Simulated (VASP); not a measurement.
# ZrAl3B3N (R3m) in VASP: density of states with PBE

Aim: the density of states of ZrAl3B3N with PBE.

Program: VASP 6.6.1. These are calculated values, not measurements. Logs are shortened: lines on timing, memory, paths and dates and some standing lists are left out, and cuts for length are marked.

## (1) The structure

It takes space group R3m (No. 160, trigonal). The conventional cell has a = 6.415 Å, b = 6.415 Å, c = 9.317 Å, α = 90.00°, β = 90.00°, γ = 120.00°. Zr (site symmetry 3m) is surrounded by 1 N at 2.03 Å. Al (site symmetry m) has 1 N at 1.93 Å and 3 B at 2.10 to 2.14 Å as nearest neighbours. B (site symmetry m) has 2 B at 1.79 Å as nearest neighbours. N (site symmetry 3m) is surrounded by 3 Al at 1.93 Å and 1 Zr at 2.03 Å.

The cell was built by a generator and needn't be a form met in nature.

## (2) Density of states, PBE

Input file POSCAR:

```
ZrAl3B3N                                
1.0
    3.2074198057      1.8518046910      3.1057986772
   -3.2074198057      1.8518046910      3.1057986772
    0.0000000000     -3.7036093720      3.1057986772
  Zr              Al              B               N             
     1     3     3     1
Direct
     0.0130331243147950    0.0130331243147950    0.0130331243147879
     0.4915724063294675    0.4915724063294675    0.0620301375605266
     0.0620301375605337    0.4915724063294746    0.4915724063294675
     0.4915724063294746    0.0620301375605337    0.4915724063294675
     0.6632760588206352    0.6632760588206352    0.3839389119876557
     0.3839389119876557    0.6632760588206352    0.6632760588206423
     0.6632760588206352    0.3839389119876557    0.6632760588206423
     0.2313009058367967    0.2313009058367967    0.2313009058367896
```

Input file INCAR.step1:

```
SYSTEM = ZrAl3B3N
PREC     = Accurate       ! precision mode
ENCUT    = 520            ! plane-wave cutoff, eV
EDIFF    = 1E-6           ! SCF threshold, eV
ISMEAR   = 0              ! smearing method
SIGMA    = 0.1            ! smearing width, eV
LREAL    = .False.        ! projectors in reciprocal space
LASPH    = .True.         ! aspherical terms in the spheres
NELM     = 80             ! most SCF steps
ALGO     = Normal         ! electronic algorithm
ISIF     = 2              ! what is computed and relaxed
LWAVE    = .False.        ! write WAVECAR
LCHARG   = .True.         ! write CHGCAR
LMAXMIX  = 4              ! l up to which the mixer works
GGA      = PE             ! functional
NBANDS   = 28             ! bands
KPAR     = 4
```

Input file KPOINTS.step1:

```
regular mesh
0
Gamma
  6 6 6
  0 0 0
```

Input file INCAR.step2:

```
SYSTEM = ZrAl3B3N
PREC     = Accurate       ! precision mode
ENCUT    = 520            ! plane-wave cutoff, eV
EDIFF    = 1E-6           ! SCF threshold, eV
ISMEAR   = -5             ! smearing method
SIGMA    = 0.1            ! smearing width, eV
LREAL    = .False.        ! projectors in reciprocal space
LASPH    = .True.         ! aspherical terms in the spheres
NELM     = 80             ! most SCF steps
ALGO     = Normal         ! electronic algorithm
ISIF     = 2              ! what is computed and relaxed
LWAVE    = .False.        ! write WAVECAR
LCHARG   = .False.        ! write CHGCAR
LMAXMIX  = 4              ! l up to which the mixer works
GGA      = PE             ! functional
LORBIT   = 11             ! projections on sites
NBANDS   = 28             ! bands
KPAR     = 4            
NEDOS    = 2001           ! points of the DOS
ICHARG   = 11             ! starting density
```

Input file KPOINTS.step2:

```
regular mesh
0
Gamma
  9 9 9
  0 0 0
```

Potentials or basis: VASP PAW PBE potentials, release 64 (Zr_sv, Al, B, N).

Command:

```
> cat potpaw_PBE.64/Zr_sv/POTCAR potpaw_PBE.64/Al/POTCAR potpaw_PBE.64/B/POTCAR potpaw_PBE.64/N/POTCAR > POTCAR
> cp INCAR.step1 INCAR
> cp KPOINTS.step1 KPOINTS
> mpirun -np 4 vasp_std > vasp.out
> cp INCAR.step2 INCAR
> cp KPOINTS.step2 KPOINTS
> mpirun -np 4 vasp_std > vasp.out
```

OUTCAR:

```text
SYSTEM = ZrAl3B3N
   PREC = Accurate
   ENCUT = 520
   EDIFF = 1E-6
   ISMEAR = -5
   LREAL = .False.
   LASPH = .True.
   NELM = 80
   ISIF = 2
   GGA = PE
   LORBIT = 11
   ICHARG = 11

 ion  position               nearest neighbor table
   1  0.013  0.013  0.013-   8 2.03   7 2.86   6 2.86   5 2.86   3 3.22   4 3.22   3 3.22   4 3.22
                             2 3.22   2 3.22   3 3.51   4 3.51   2 3.51
   2  0.492  0.492  0.062-   8 1.93   7 2.10   6 2.10   5 2.14   3 2.76   4 2.76   1 3.22   1 3.22
                             1 3.51
   3  0.062  0.492  0.492-   8 1.93   5 2.10   7 2.10   6 2.14   2 2.76   4 2.76   1 3.22   1 3.22
                             1 3.51
   4  0.492  0.062  0.492-   8 1.93   5 2.10   6 2.10   7 2.14   2 2.76   3 2.76   1 3.22   1 3.22
                             1 3.51
   5  0.663  0.663  0.384-   6 1.79   7 1.79   3 2.10   4 2.10   2 2.14   1 2.86
   6  0.384  0.663  0.663-   5 1.79   7 1.79   2 2.10   4 2.10   3 2.14   1 2.86
   7  0.663  0.384  0.663-   5 1.79   6 1.79   2 2.10   3 2.10   4 2.14   1 2.86
   8  0.231  0.231  0.231-   3 1.93   4 1.93   2 1.93   1 2.03

  LATTYP: Found a trigonal (rhomboedric) cell.
 ALAT       =     4.8334985101
 COS(alpha) =     0.1193193976

  Lattice vectors:

 A1 = (   3.2074198057,   1.8518046910,   3.1057986772)
 A2 = (  -3.2074198057,   1.8518046910,   3.1057986772)
 A3 = (   0.0000000000,  -3.7036093720,   3.1057986772)

Analysis of symmetry for initial positions (statically):
=====================================================================
 Subroutine PRICEL returns:
 Original cell was already a primitive cell.

 Routine SETGRP: Setting up the symmetry group for a
 trigonal (rhombohedral) supercell.

 Subroutine GETGRP returns: Found  6 space group operations
 (whereof  6 operations were pure point group operations)
 out of a pool of 12 trial point group operations.

The static configuration has the point symmetry C_3v.

Analysis of symmetry for dynamics (positions and initial velocities):
=====================================================================
 Subroutine PRICEL returns:
 Original cell was already a primitive cell.

 Routine SETGRP: Setting up the symmetry group for a
 trigonal (rhombohedral) supercell.

 Subroutine GETGRP returns: Found  6 space group operations
 (whereof  6 operations were pure point group operations)
 out of a pool of 12 trial point group operations.

The dynamic configuration has the point symmetry C_3v.

 Subroutine INISYM returns: Found  6 space group operations
 (whereof  6 operations are pure point group operations),
 and found     1 'primitive' translations

----------------------------------------------------------------------------------------

                                     Primitive cell

  volume of cell :     110.6816

  direct lattice vectors                    reciprocal lattice vectors
     3.207419806  1.851804691  3.105798677     0.155888543  0.090002292  0.107326124
    -3.207419806  1.851804691  3.105798677    -0.155888543  0.090002292  0.107326124
     0.000000000 -3.703609372  3.105798677     0.000000000 -0.180004584  0.107326124

  length of vectors
     4.833498510  4.833498510  4.833498506     0.209572296  0.209572296  0.209572296

  position of ions in fractional coordinates (direct lattice)
     0.013033124  0.013033124  0.013033124
     0.491572406  0.491572406  0.062030138
     0.062030138  0.491572406  0.491572406
     0.491572406  0.062030138  0.491572406
     0.663276059  0.663276059  0.383938912
     0.383938912  0.663276059  0.663276059
     0.663276059  0.383938912  0.663276059
     0.231300906  0.231300906  0.231300906

  ion indices of the primitive-cell ions
   primitive index   ion index
                 1           1
                 2           2
                 3           3
                 4           4
                 5           5
                 6           6
                 7           7
                 8           8

----------------------------------------------------------------------------------------

 KPOINTS: regular mesh

Automatic generation of k-mesh.
 Grid dimensions read from file:
 generate k-points for:    9    9    9

 Generating k-lattice:

  Cartesian coordinates                     Fractional coordinates (reciprocal lattice)
     0.017320949  0.010000255  0.011925125     0.111111111 -0.000000000  0.000000000
    -0.017320949  0.010000255  0.011925125    -0.000000000  0.111111111  0.000000000
     0.000000000 -0.020000509  0.011925125     0.000000000  0.000000000  0.111111111

  Length of vectors
     0.023285811  0.023285811  0.023285811

  Shift w.r.t. Gamma in fractional coordinates (k-lattice)
     0.000000000  0.000000000  0.000000000

 TETIRR: Found    369 inequivalent tetrahedra from     4374

 Subroutine IBZKPT returns following result:
 ===========================================

 Found     85 irreducible k-points:

 Following reciprocal coordinates:
            Coordinates               Weight
  0.000000  0.000000  0.000000      1.000000
  0.111111 -0.000000  0.000000      6.000000
  0.222222  0.000000  0.000000      6.000000
  0.333333 -0.000000 -0.000000      6.000000
  0.444444  0.000000  0.000000      6.000000
  0.111111  0.111111  0.000000      6.000000
[... 16 lines left out ...]
 -0.333333  0.333333  0.000000      6.000000
  0.444444  0.444444  0.000000      6.000000
 [... further k-points ...]
   k-points           NKPTS =     85   k-points in BZ     NKDIM =     85   number of bands    NBANDS=     28
   number of dos      NEDOS =   2001   number of ions     NIONS =      8
   total plane-waves  NPLWV =  46656
   dimension x,y,z NGX =    36 NGY =   36 NGZ =   36
   dimension x,y,z NGXF=    72 NGYF=   72 NGZF=   72
   ions per type =               1   3   3   1
   NGX,Y,Z   is equivalent  to a cutoff of  12.38, 12.38, 12.38 a.u.
   NGXF,Y,Z  is equivalent  to a cutoff of  24.76, 24.76, 24.76 a.u.
 SYSTEM =  ZrAl3B3N
   PREC   = accura    normal or accurate (medium, high low for compatibility)
   ISTART =      0    job   : 0-new  1-cont  2-samecut
   ICHARG =     11    charge: 1-file 2-atom 10-const
   ISPIN  =      1    spin polarized calculation?
   LNONCOLLINEAR =      F non collinear calculations
   LSORBIT =      F    spin-orbit coupling
   LASPH  =      T    aspherical Exc in radial PAW
   ENCUT  =  520.0 eV  38.22 Ry    6.18 a.u.   8.99  8.99  8.99*2*pi/ulx,y,z
   NELM   =     80;   NELMIN=  2; NELMDL=  0     # of ELM steps
   EDIFF  = 0.1E-05   stopping-criterion for ELM
   LREAL  =      F    real-space projection
   EDIFFG = 0.1E-04   stopping-criterion for IOM
   NSW    =      0    number of steps for IOM
   IBRION =     -1    ionic relax: 0-MD 1-quasi-New 2-CG
   NFREE  =      0    steps in history (QN), initial steepest desc. (CG)
   ISIF   =      2    stress and relaxation
   ISYM   =      2    0-nonsym 1-usesym 2-fastsym
   POTIM  = 0.5000    time-step for ionic-motion
   TEBEG  =    0.0;   TEEND  =   0.0 temperature during run
   PSTRESS=    0.0 pullay stress
   NELECT =      35.0000    total number of electrons
   NUPDOWN=      -1.0000    fix difference up-down
   EMIN   =  10.00;   EMAX   =-10.00  energy-range for DOS
   EFERMI =   0.00;   METHOD = LEGACY
   ISMEAR =    -5;   SIGMA  =   0.10  broadening in eV -4-tet -1-fermi 0-gaus
   EFERMI_NEDOS =   21; number of points for ismear=-14 and -15
   IALGO  =     38    algorithm
   IMIX   =      4    mixing-type and parameters
     AMIX     =   0.40;   BMIX     =  1.00
     AMIX_MAG =   1.60;   BMIX_MAG =  1.00
  volume/ion in A,a.u.               =      13.84        93.36
  Fermi-wavevector in a.u.,A,eV,Ry     =   1.115336  2.107679 16.925295  1.243974
  Thomas-Fermi vector in A             =   2.251940
   LORBIT       =     11    0 simple, 1 ext, 2 COOP (PROOUT), +10 PAW based schemes
   GGA     = PE    functional components
   LHFCALC =     F    Hartree Fock is set to
   AEXX    =    0.0000 exact exchange contribution
   IVDW    =     0    specifies the selected vdW correction
   LEPSILON=     F    determine dielectric tensor
   LRPA    =     F    only Hartree local field effects (RPA)
 non-spin polarized calculation
 Fermi weights with tetrahedron method with Bloechl corrections
  energy-cutoff  :      520.00
  volume of cell :      110.68
 maximum number of plane-waves:      3004

 number of electron      35.0000001 magnetization

 Free energy of the ion-electron system (eV)
  ---------------------------------------------------
  ext. energy  EPLUGINS =         0.00000000
  ---------------------------------------------------
  free energy    TOTEN  =       -48.42698160 eV

  energy without entropy =      -48.42698160  energy(sigma->0) =      -48.42698160

 E-fermi :   6.6709     XC(G=0): -10.2845

 val. band max:        6.6504681920   @ k =  -0.4444   0.4444   0.4444
 cond. band min:       6.6307110304   @ k =   0.2222   0.0000   0.0000
 fundamental gap:     -0.0197571616
 Fermi energy:         6.6708667811

 k-point     1 :       0.0000    0.0000    0.0000
  band No.  band energies     occupation
      1     -43.2045      2.00000
      2     -21.3930      2.00000
      3     -21.1484      2.00000
      4     -21.1484      2.00000
      5      -8.7365      2.00000
      6      -4.9156      2.00000
[... 20 lines left out ...]
     27      12.0595      0.00000
     28      12.9089      0.00000

 k-point     2 :       0.1111   -0.0000    0.0000
  band No.  band energies     occupation
      1     -43.2045      2.00000
      2     -21.3933      2.00000
      3     -21.1488      2.00000
      4     -21.1483      2.00000
      5      -8.7251      2.00000
      6      -4.9119      2.00000
[... 674 lines left out ...]
 k-point    24 :       0.4444    0.4444    0.0000
  band No.  band energies     occupation
      1     -43.2043      2.00000
      2     -21.3980      2.00000
      3     -21.1532      2.00000
      4     -21.1495      2.00000
      5      -8.5786      2.00000
      6      -4.7219      2.00000
[... 20 lines left out ...]
     27      12.1817      0.00000
     28      12.2022      0.00000

 [... further k-points ...]
[... 5 lines left out ...]
  --------------------------------------------------------------------------------------
  -------------------------------------------------------------------------------------
  Total       -0.0746765     -0.0746765     -0.1225972      0.0000000     -0.0000000     -0.0000000
  in kB       -1.0809839     -1.0809839     -1.7746612      0.0000000     -0.0000000     -0.0000000
  external PRESSURE =      -1.3122097 kB  Pullay stress =       0.0000000 kB

 VOLUME and BASIS-vectors are now :
 -----------------------------------------------------------------------------
  energy-cutoff  :      520.00
  volume of cell :      110.68
      direct lattice vectors                 reciprocal lattice vectors
     3.207419806  1.851804691  3.105798677     0.155888543  0.090002292  0.107326124
    -3.207419806  1.851804691  3.105798677    -0.155888543  0.090002292  0.107326124
     0.000000000 -3.703609372  3.105798677     0.000000000 -0.180004584  0.107326124

 POSITION                                       TOTAL-FORCE (eV/Angst)
 -----------------------------------------------------------------------------------
      0.00000      0.00000      0.12143        -0.000000      0.000000      0.058470
      0.00000      1.59086      3.24610        -0.000000      0.013968      0.010069
     -1.37772     -0.79543      3.24610        -0.012097     -0.006984      0.010069
      1.37772     -0.79543      3.24610         0.012097     -0.006984      0.010069
      0.00000      1.03456      5.31244        -0.000000     -0.004482     -0.025842
     -0.89595     -0.51728      5.31244         0.003882      0.002241     -0.025842
      0.89595     -0.51728      5.31244        -0.003882      0.002241     -0.025842
      0.00000      0.00000      2.15512        -0.000000     -0.000000     -0.011152
 -----------------------------------------------------------------------------------
    total drift:                                0.000000      0.000000      0.002539

  FREE ENERGIE OF THE ION-ELECTRON SYSTEM (eV)
  ---------------------------------------------------
  free  energy   TOTEN  =       -48.4269815983 eV

  energy  without entropy=      -48.4269815983  energy(sigma->0) =      -48.42698160

 total charge

# of ion       s       p       d       tot
------------------------------------------
    1        2.166   5.963   1.514   9.643
    2        0.409   0.435   0.000   0.844
    3        0.409   0.435   0.000   0.844
    4        0.409   0.435   0.000   0.844
    5        0.688   1.215   0.000   1.903
    6        0.688   1.215   0.000   1.903
    7        0.688   1.215   0.000   1.903
    8        1.249   2.563   0.000   3.812
--------------------------------------------------
tot          6.707  13.474   1.514  21.696
```

Wall time 1.9 min (4 MPI ranks of Intel Xeon Platinum 8375C at 2.90GHz (Ice Lake), shared host); peak memory 0.37 GiB.

What came out:

```yaml
Valence_electrons_inside_the_program's_atomic_spheres: Zr 9.64; Al 0.84; B 1.90; N 3.81
```

Levels at points of the mesh, in eV from the Fermi level:
```tsv
k point	band 14	band 15	band 16	band 17	band 18	band 19	band 20	band 21
(0.00, 0.00, 0.00)	-2.55	-2.55	-1.33	-1.33	0.21	0.21	1.27	1.27
```

States per cell in windows of 1 eV (zero at the Fermi level; states under -8 eV left out):
| from (eV) | total | Zr1_d | N8_p | B5_p | B6_p | B7_p | Al2_p |
| --- | --- | --- | --- | --- | --- | --- | --- |
| -8.0 | 3.04 | 0.04 | 0.14 | 0.10 | 0.10 | 0.10 | 0.02 |
| -7.0 | 2.48 | 0.07 | 0.23 | 0.10 | 0.10 | 0.10 | 0.04 |
| -6.0 | 2.57 | 0.10 | 0.52 | 0.07 | 0.07 | 0.07 | 0.05 |
| -5.0 | 3.33 | 0.21 | 0.80 | 0.09 | 0.09 | 0.09 | 0.06 |
| -4.0 | 2.59 | 0.18 | 0.29 | 0.18 | 0.18 | 0.18 | 0.04 |
| -3.0 | 4.45 | 0.25 | 0.40 | 0.35 | 0.35 | 0.35 | 0.08 |
| -2.0 | 2.08 | 0.17 | 0.08 | 0.15 | 0.15 | 0.15 | 0.05 |
| -1.0 | 2.48 | 0.48 | 0.08 | 0.12 | 0.12 | 0.12 | 0.07 |
| 0.0 | 3.08 | 1.03 | 0.05 | 0.10 | 0.10 | 0.10 | 0.04 |
| 1.0 | 4.32 | 1.95 | 0.13 | 0.08 | 0.08 | 0.08 | 0.04 |
| 2.0 | 2.30 | 0.69 | 0.07 | 0.08 | 0.08 | 0.08 | 0.02 |
| 3.0 | 3.22 | 0.73 | 0.04 | 0.15 | 0.15 | 0.15 | 0.05 |
| 4.0 | 2.58 | 0.55 | 0.07 | 0.08 | 0.08 | 0.08 | 0.04 |
| 5.0 | 4.41 | 0.53 | 0.13 | 0.14 | 0.14 | 0.14 | 0.10 |
| 6.0 | 1.08 | 0.13 | 0.03 | 0.03 | 0.03 | 0.03 | 0.03 |
| 7.0 | 0.00 | 0.00 | 0.00 | 0.00 | 0.00 | 0.00 | 0.00 |

Caveat: tetrahedron occupations give inexact forces and stress in metals.
